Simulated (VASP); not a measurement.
Data:

```yaml
crystal:
  lattice:
    - [4.86832, -8.43217, 0.00000]
    - [4.86832, 8.43217, 0.00000]
    - [0.00000, 0.00000, 10.55628]
  atoms:
    - { symbol: Ga, position: [0.22204, 0.11077, 0.25076] }
    - { symbol: Ga, position: [0.11019, 0.22157, 0.00266] }
    - { symbol: Ga, position: [0.21582, 0.09801, 0.75966] }
    - { symbol: Ga, position: [0.08804, 0.21062, 0.48644] }
    - { symbol: Ga, position: [0.22197, 0.44438, 0.25064] }
    - { symbol: Ga, position: [0.10994, 0.55644, 0.00368] }
    - { symbol: Ga, position: [0.21571, 0.45054, 0.75956] }
    - { symbol: Ga, position: [0.11086, 0.55547, 0.50069] }
    - { symbol: Ga, position: [0.22265, 0.77794, 0.25070] }
    - { symbol: Ga, position: [0.10988, 0.88640, 0.00371] }
    - { symbol: Ga, position: [0.22172, 0.77725, 0.75120] }
    - { symbol: Ga, position: [0.11097, 0.88865, 0.50071] }
    - { symbol: Ga, position: [0.55748, 0.10904, 0.24324] }
    - { symbol: Ga, position: [0.44477, 0.22152, 0.00280] }
    - { symbol: Ga, position: [0.55555, 0.11089, 0.74980] }
    - { symbol: Ga, position: [0.45603, 0.21059, 0.48651] }
    - { symbol: Ga, position: [0.55541, 0.44423, 0.25067] }
    - { symbol: Ga, position: [0.44481, 0.55635, 0.00274] }
    - { symbol: Ga, position: [0.56825, 0.45050, 0.75969] }
    - { symbol: Ga, position: [0.45575, 0.57829, 0.48646] }
    - { symbol: Ga, position: [0.55744, 0.78155, 0.24327] }
    - { symbol: Ga, position: [0.44335, 0.88826, 0.99716] }
    - { symbol: Ga, position: [0.55546, 0.77744, 0.74984] }
    - { symbol: Ga, position: [0.44296, 0.88794, 0.50041] }
    - { symbol: Ga, position: [0.88499, 0.10917, 0.24327] }
    - { symbol: Ga, position: [0.77830, 0.22315, 0.99721] }
    - { symbol: Ga, position: [0.88896, 0.11094, 0.74976] }
    - { symbol: Ga, position: [0.77834, 0.22331, 0.50033] }
    - { symbol: Ga, position: [0.88842, 0.44379, 0.25066] }
    - { symbol: Ga, position: [0.77976, 0.55642, 0.00377] }
    - { symbol: Ga, position: [0.88898, 0.44453, 0.75128] }
    - { symbol: Ga, position: [0.77784, 0.55560, 0.50075] }
    - { symbol: Ga, position: [0.88844, 0.77791, 0.25068] }
    - { symbol: Ga, position: [0.77823, 0.88828, 0.99722] }
    - { symbol: Ga, position: [0.88901, 0.77731, 0.75137] }
    - { symbol: Ga, position: [0.77835, 0.88795, 0.50047] }
    - { symbol: N, position: [0.22476, 0.11604, 0.44276] }
    - { symbol: N, position: [0.11065, 0.22187, 0.19105] }
    - { symbol: N, position: [0.22170, 0.10995, 0.94363] }
    - { symbol: N, position: [0.11556, 0.22422, 0.68458] }
    - { symbol: N, position: [0.22451, 0.44180, 0.44262] }
    - { symbol: N, position: [0.11097, 0.55540, 0.19139] }
    - { symbol: N, position: [0.22169, 0.44467, 0.94362] }
    - { symbol: N, position: [0.10958, 0.55663, 0.68845] }
    - { symbol: N, position: [0.22234, 0.77774, 0.43903] }
    - { symbol: N, position: [0.11096, 0.88873, 0.19143] }
    - { symbol: N, position: [0.22100, 0.77700, 0.93867] }
    - { symbol: N, position: [0.10957, 0.88578, 0.68850] }
    - { symbol: N, position: [0.56160, 0.10464, 0.43142] }
    - { symbol: N, position: [0.44452, 0.22177, 0.19112] }
    - { symbol: N, position: [0.55486, 0.11161, 0.93688] }
    - { symbol: N, position: [0.44221, 0.22408, 0.68465] }
    - { symbol: N, position: [0.55022, 0.44163, 0.44281] }
    - { symbol: N, position: [0.44452, 0.55585, 0.19114] }
    - { symbol: N, position: [0.55629, 0.44464, 0.94368] }
    - { symbol: N, position: [0.44208, 0.55087, 0.68462] }
    - { symbol: N, position: [0.56167, 0.78995, 0.43148] }
    - { symbol: N, position: [0.44284, 0.88801, 0.18453] }
    - { symbol: N, position: [0.55487, 0.77636, 0.93690] }
    - { symbol: N, position: [0.44418, 0.88852, 0.68812] }
    - { symbol: N, position: [0.87643, 0.10467, 0.43147] }
    - { symbol: N, position: [0.77843, 0.22357, 0.18453] }
    - { symbol: N, position: [0.89019, 0.11168, 0.93683] }
    - { symbol: N, position: [0.77785, 0.22217, 0.68809] }
    - { symbol: N, position: [0.88853, 0.44403, 0.43902] }
    - { symbol: N, position: [0.77742, 0.55532, 0.19150] }
    - { symbol: N, position: [0.88935, 0.44548, 0.93873] }
    - { symbol: N, position: [0.78047, 0.55671, 0.68855] }
    - { symbol: N, position: [0.88864, 0.77766, 0.43898] }
    - { symbol: N, position: [0.77841, 0.88811, 0.18456] }
    - { symbol: N, position: [0.88933, 0.77699, 0.93881] }
    - { symbol: N, position: [0.77783, 0.88854, 0.68818] }
    - { symbol: Mg, position: [0.33339, 0.33306, 0.60058] }
```

Computed with HSE06 screened hybrid, VASP's PBE PAW potentials (set 64) (plane waves; VASP). Settings: PREC = Normal, LREAL = Auto, ISYM = 0, EDIFF = 1E-5, 400 eV cut-off, 1×1×1 Γ-centred mesh, Gaussian smearing of 0.050 eV, potentials Ga N Mg.

The supercell is sampled at Γ alone, which is coarse: total energies, pressure and levels can be off, energies of defects by several tenths of an eV.

Q: Predict the energy per atom (σ→0).

A: 
The energy per atom (σ→0) is -7.207 eV/atom.

Total energies compare only between runs with the same potentials, cut-off and functional.

The cell is a supercell with a defect, built from GaN (wurtzite): Mg_i. The cell's shape comes from a PBE relaxation. The run is not spin-polarised, so no state with unpaired spins was tried.
